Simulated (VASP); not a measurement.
Method: PBE GGA, VASP's PBE PAW potentials (set 64) (plane waves; VASP 6.6.1).

VASP ran on this input.

### POSCAR
```
MgF2
1.0
  4.6779716384   0.0000000000   0.0000000000
  0.0000000000   4.6779716384   0.0000000000
  0.0000000000   0.0000000000   3.0831719754
Mg F
2 4
Direct
  0.0000000000   1.0000000000   0.0000000000
  0.5000000000   0.5000000000   0.5000000000
  0.3032690324   0.3032690324   0.0000000000
  0.8032690324   0.1967309676   0.5000000000
  0.1967309676   0.8032690324   0.5000000000
  0.6967309676   0.6967309676   1.0000000000
```

**INCAR**
```
! general
SYSTEM  =  MgF2
PREC    =  Accurate
ENCUT   =  620
LREAL   =  .False.
LASPH   =  .True.

! electronic loop
EDIFF   =  1E-6
NELM    =  100
ALGO    =  Normal

! smearing
ISMEAR  =  0
SIGMA   =  0.05

! functional
GGA     =  PE

! ions
IBRION  =  2
NSW     =  40
ISIF    =  3
EDIFFG  =  -0.02

! output
LWAVE   =  .False.
LCHARG  =  .False.
```

**KPOINTS**
```
K-points
0
G
  5 5 7
```

POTCAR, in this order: Mg F (PBE.64 set). Program: vasp_std.

Problem. Predict the energy per atom (σ→0), band gap (on the k-mesh).

Solution. 
| Property | Result |
|---|---|
| energy per atom (σ→0) | -5.259 eV/atom |
| band gap (on the k-mesh) | 6.87 eV |

File OSZICAR:
```
...
DAV:   6    -0.315090626766E+02    0.26373E+01   -0.11295E+01  1092   0.257E+01    0.307E+00
DAV:   7    -0.315258891076E+02   -0.16826E-01   -0.11598E-01  1036   0.254E+00    0.191E+00
DAV:   8    -0.315539022303E+02   -0.28013E-01   -0.57481E-02  1084   0.285E+00    0.172E-01
DAV:   9    -0.315550219770E+02   -0.11197E-02   -0.33900E-03  1116   0.439E-01    0.767E-02
DAV:  10    -0.315552593786E+02   -0.23740E-03   -0.26987E-04  1072   0.144E-01    0.132E-02
DAV:  11    -0.315552610601E+02   -0.16815E-05   -0.27004E-05  1120   0.434E-02    0.762E-03
DAV:  12    -0.315552614743E+02   -0.41424E-06   -0.96597E-06  1056   0.255E-02
   1 F= -.31555261E+02 E0= -.31555261E+02  d E =-.315553E+02
```

The compound is MgF2 in the rutile structure. It was relaxed first.
